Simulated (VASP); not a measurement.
The input files of a VASP run:

KPOINTS:
```
kpoints
0
gamma
 9 9 9
```

### POSCAR
```
BAs
1
    0.0000000000     2.4082175096     2.4082175096
    2.4082175096     0.0000000000     2.4082175096
    2.4082175096     2.4082175096     0.0000000000
B As
1 1
Direct
  0.0000000000   0.0000000000   0.0000000000
  0.2500000000   0.2500000000   0.2500000000
```

INCAR:
```
! general
SYSTEM  = BAs
PREC    = Accurate
ENCUT   = 620
LREAL   = F   ! projection in real space or not
LASPH   = T   ! aspherical one-centre terms

! electronic loop
EDIFF   = 1E-6   ! SCF stop (eV)
NELM    = 100   ! most electronic steps
ALGO    = Normal   ! blocked Davidson
LMAXMIX = 4   ! l cut-off of mixed one-centre charges

! smearing
ISMEAR  = 0
SIGMA   = 0.05   ! width (eV)

! functional
GGA     = PE   ! PBE

! ions
IBRION  = 2
NSW     = 40   ! most ionic steps
ISIF    = 3
EDIFFG  = -0.02
PSTRESS = 50   ! kbar

! output
LWAVE   = F
LCHARG  = F
```

POTCAR, in this order: B As (PBE.64 set). Program: vasp_std.

Q: Write an equivalent input for Ansatz.

A: One equivalent input (not run):
Ansatz 0.2 input:
```yaml
crystal:
  lattice:
    - [0.0000000, 2.4082175, 2.4082175]
    - [2.4082175, 0.0000000, 2.4082175]
    - [2.4082175, 2.4082175, 0.0000000]
  atoms:
    - { symbol: B, position: [0.0000000, 0.0000000, 0.0000000] }
    - { symbol: As, position: [0.2500000, 0.2500000, 0.2500000] }
kpoints:
  mp_grid: { grid: [9, 9, 9] }
hamiltonian:
  xc: pbe
  pseudopotentials: { kind: paw }
scf:
  occupations: { method: gaussian, width: 0.05 }
  max_iter: 100
relax:
  max_steps: 40
  f_tol: 0.02
  cell: { p_target: 5 }
output: { forces: true, stress: true, eigenvalues: true }
```
What does not carry over: each code has its own PAW files, so the cut-off isn't converted (ENCUT is set for VASP's; basis.ecutwfc is left out, and Ansatz then takes the one that its files recommend); Ansatz stops its SCF on the density residual and VASP on the energy change (EDIFF).

The compound is BAs in the zinc blende structure. This run relaxes it under an external pressure of 5 GPa. Symmetry was kept, so distortions that lower it aren't found.
